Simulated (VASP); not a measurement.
Method: PBEsol GGA, VASP's PBE PAW potentials (set 64) (plane waves; VASP).

VASP input:

**KPOINTS**
```
Regular mesh
0
Gamma
5 5 4
```

INCAR:
```
SYSTEM  =  Te
PREC  =  Accurate; ENCUT  =  530; LREAL  =  .FALSE.
LASPH  =  .TRUE.
EDIFF  =  1E-7; NELM  =  100; ALGO  =  Normal
LMAXMIX  =  4
ISMEAR  =  0; SIGMA  =  0.05
GGA  =  PS
IBRION  =  6; NSW  =  1; ISIF  =  3
POTIM  =  0.015; NFREE  =  2
LWAVE  =  .FALSE.; LCHARG  =  .FALSE.
```

### POSCAR
```
Te
1
    2.1643132652    -3.7487002640    -0.0000000000
    2.1643132652     3.7487002640     0.0000000000
    0.0000000000    -0.0000000000     5.9665423988
Te
3
Direct
  1.0000000000   0.2809070104   0.6666670000
  0.7190929896   0.7190929896   1.0000000000
  0.2809070104   1.0000000000   0.3333330000
```

POTCAR, in this order: Te (PBE.64 set). Program: vasp_std.

The resulting files:

OSZICAR:
```
       N       E                     dE             d eps       ncg     rms          rms(c)
DAV:   1     0.764346202050E+02    0.76435E+02   -0.66725E+03   442   0.113E+03
DAV:   2    -0.515941946272E+01   -0.81594E+02   -0.79304E+02   589   0.159E+02
DAV:   3    -0.104990995733E+02   -0.53397E+01   -0.52968E+01   557   0.455E+01
DAV:   4    -0.105920861988E+02   -0.92987E-01   -0.92898E-01   525   0.716E+00
DAV:   5    -0.105936388295E+02   -0.15526E-02   -0.15526E-02   545   0.905E-01    0.134E+01
DAV:   6    -0.105741913639E+02    0.19447E-01   -0.14464E-02   487   0.808E-01    0.840E+00
DAV:   7    -0.105676330527E+02    0.65583E-02   -0.29381E-02   467   0.115E+00    0.272E-01
DAV:   8    -0.105671577777E+02    0.47527E-03   -0.50708E-03   442   0.461E-01    0.121E-01
DAV:   9    -0.105671755093E+02   -0.17732E-04   -0.13984E-04   592   0.920E-02    0.807E-02
DAV:  10    -0.105671771210E+02   -0.16116E-05   -0.12565E-05   510   0.260E-02    0.103E-02
DAV:  11    -0.105671749012E+02    0.22198E-05   -0.56242E-06   482   0.156E-02    0.403E-03
DAV:  12    -0.105671749647E+02   -0.63526E-07   -0.52021E-07   497   0.475E-03
   1 F= -.10567175E+02 E0= -.10567175E+02  d E =-.961638E-12
 Found     2 degrees of freedom:
 Adding 6 more for cell shape distortion
```

OUTCAR:
```
------------------------ aborting loop because EDIFF is reached ----------------------------------------
  FORCE on cell =-STRESS in cart. coord.  units (eV):
  Direction    XX          YY          ZZ          XY          YZ          ZX
  --------------------------------------------------------------------------------------
  Total       -0.0005010     -0.0005010      0.0010214      0.0000000     -0.0000000      0.0000000
  in kB       -0.0082910     -0.0082910      0.0169023      0.0000000     -0.0000000      0.0000000
  external PRESSURE =       0.0001067 kB  Pullay stress =       0.0000000 kB
  volume of cell :       96.82
      direct lattice vectors                 reciprocal lattice vectors
     2.164313265 -3.748700264  0.000000000     0.231020161 -0.133379562  0.000000000
     2.164313265  3.748700264  0.000000000     0.231020161  0.133379562  0.000000000
     0.000000000  0.000000000  5.966542399     0.000000000  0.000000000  0.167601256
 POSITION                                       TOTAL-FORCE (eV/Angst)
 -----------------------------------------------------------------------------------
      0.60797      1.05304      3.97770         0.004612      0.007988      0.000000
      3.11268      0.00000      0.00000        -0.009224     -0.000000      0.000000
      0.60797     -1.05304      1.98885         0.004612     -0.007988     -0.000000
 -----------------------------------------------------------------------------------
    total drift:                               -0.000190     -0.000395      0.000015
  FREE ENERGIE OF THE ION-ELECTRON SYSTEM (eV)
  ---------------------------------------------------
  free  energy   TOTEN  =       -10.5671749647 eV

  energy  without entropy=      -10.5671749647  energy(sigma->0) =      -10.56717496
```
(Selected blocks of OUTCAR.)

### stdout
```
...
 POSCAR, INCAR and KPOINTS ok, starting setup
 WAVECAR not read
 entering main loop
       N       E                     dE             d eps       ncg     rms          rms(c)
DAV:   1     0.764346202050E+02    0.76435E+02   -0.66725E+03   442   0.113E+03
DAV:   2    -0.515941946272E+01   -0.81594E+02   -0.79304E+02   589   0.159E+02
DAV:   3    -0.104990995733E+02   -0.53397E+01   -0.52968E+01   557   0.455E+01
DAV:   4    -0.105920861988E+02   -0.92987E-01   -0.92898E-01   525   0.716E+00
DAV:   5    -0.105936388295E+02   -0.15526E-02   -0.15526E-02   545   0.905E-01    0.134E+01
DAV:   6    -0.105741913639E+02    0.19447E-01   -0.14464E-02   487   0.808E-01    0.840E+00
DAV:   7    -0.105676330527E+02    0.65583E-02   -0.29381E-02   467   0.115E+00    0.272E-01
DAV:   8    -0.105671577777E+02    0.47527E-03   -0.50708E-03   442   0.461E-01    0.121E-01
DAV:   9    -0.105671755093E+02   -0.17732E-04   -0.13984E-04   592   0.920E-02    0.807E-02
DAV:  10    -0.105671771210E+02   -0.16116E-05   -0.12565E-05   510   0.260E-02    0.103E-02
DAV:  11    -0.105671749012E+02    0.22198E-05   -0.56242E-06   482   0.156E-02    0.403E-03
DAV:  12    -0.105671749647E+02   -0.63526E-07   -0.52021E-07   497   0.475E-03
   1 F= -.10567175E+02 E0= -.10567175E+02  d E =-.961638E-12
 Found     2 degrees of freedom:
 Adding 6 more for cell shape distortion
 Finite differences POTIM= 0.01500 DOF=   8

 -----------------------------------------------------------------------------
|                                                                             |
|     EEEEEEE  RRRRRR   RRRRRR   OOOOOOO  RRRRRR      ###     ###     ###     |
|     E        R     R  R     R  O     O  R     R     ###     ###     ###     |
|     E        R     R  R     R  O     O  R     R     ###     ###     ###     |
|     EEEEE    RRRRRR   RRRRRR   O     O  RRRRRR       #       #       #      |
|     E        R   R    R   R    O     O  R   R                               |
|     E        R    R   R    R   O     O  R    R      ###     ###     ###     |
|     EEEEEEE  R     R  R     R  OOOOOOO  R     R     ###     ###     ###     |
|                                                                             |
|     RE_READ_KPOINTS: the new IBZ does not contain all k-points of the       |
|     original IBZ.                                                           |
|                                                                             |
|     ... try setting KBLOWUP=.FALSE.                                         |
|     ... as a last resort: switch off symmetry                               |
|                                                                             |
|       ---->  I REFUSE TO CONTINUE WITH THIS SICK JOB ... BYE!!! <----       |
|                                                                             |
 -----------------------------------------------------------------------------
```

VASP stops with an error: RE_READ_KPOINTS: the new IBZ does not contain all k-points of the original IBZ. ... try setting KBLOWUP=.FALSE. ... as a last resort: switch off symmetry ----> I REFUSE TO CONTINUE WITH THIS SICK JOB ... BYE!!! <----

The compound is Te in the trig structure. It was relaxed first, which changed the volume by -5 %.
